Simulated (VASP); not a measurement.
VASP input:

### INCAR
```
EDIFF = 1E-6   ! SCF stop (eV)
NELM = 100
LMAXMIX = 4   ! l cut-off of mixed one-centre charges
LREAL = .False.   ! projection in real space or not
NSW = 60   ! most ionic steps
ISIF = 3
LCHARG = .False.
LASPH = .True.
IBRION = 2   ! conjugate gradients
ISPIN = 2   ! spin-polarised
MAGMOM = 2.0 0.0
ISMEAR = 1   ! Methfessel-Paxton
ENCUT = 400   ! plane-wave cut-off (eV)
LWAVE = .False.
EDIFFG = -0.01   ! ionic stop
ALGO = Normal   ! blocked Davidson
LORBIT = 10
PREC = Accurate
GGA = PS
SYSTEM = NiTe
SIGMA = 0.1   ! width (eV)
```

**KPOINTS**
```
Automatic mesh
0
Gamma
10 10 10
0 0 0
```

**POSCAR**
```
NiTe
1
    3.4060000000     0.0000000000     0.0000000000
    0.0000000000     3.4060000000     0.0000000000
    0.0000000000     0.0000000000     3.4060000000
Ni Te
1 1
Direct
  0.0000000000   0.0000000000   0.0000000000
  0.5000000000   0.5000000000   0.5000000000
```

POTCAR, in this order: Ni Te (PBE.64 set). Program: vasp_std.

**Question.** Translate this PBEsol calculation to Quantum ESPRESSO's pw.x.

**Answer.** One equivalent input (not run):
```
&CONTROL
  calculation = 'vc-relax'
  pseudo_dir = './pseudo'
  outdir = './out'
  tprnfor = .true.
  tstress = .true.
  nstep = 60
  forc_conv_thr = 0.00039
/
&SYSTEM
  ibrav = 0
  nat = 2
  ntyp = 2
  ecutwfc = 98
  occupations = 'smearing'
  smearing = 'methfessel-paxton'
  degauss = 0.00735
  input_dft = 'pbesol'
  nspin = 2
  starting_magnetization(1) = 0.2
/
&ELECTRONS
  conv_thr = 7.3e-08
  electron_maxstep = 100
/
&IONS
/
&CELL
/
ATOMIC_SPECIES
  Ni 58.693 Ni.upf
  Te 127.600 Te.upf
CELL_PARAMETERS angstrom
     3.4060000    0.0000000    0.0000000
     0.0000000    3.4060000    0.0000000
     0.0000000    0.0000000    3.4060000
ATOMIC_POSITIONS crystal
  Ni   0.0000000  0.0000000  0.0000000
  Te   0.5000000  0.5000000  0.5000000
K_POINTS automatic
  10 10 10 0 0 0
```
Limits of the translation: the potentials are each code's own (VASP's PAW set, PseudoDojo norm-conserving files in pw.x), so ENCUT and ecutwfc are chosen apart and not converted; conv_thr bounds pw.x's estimated SCF error, while EDIFF bounds the energy change between steps; starting_magnetization is a fraction of the valence charge and MAGMOM a moment in μB, so they match only roughly; forc_conv_thr acts on force components and is met together with etot_conv_thr.

The structure was generated: NiTe was put into the CsCl type type (Pm-3m), which need not be its known phase. This run relaxes it. Symmetry was kept, so distortions that lower it aren't found.
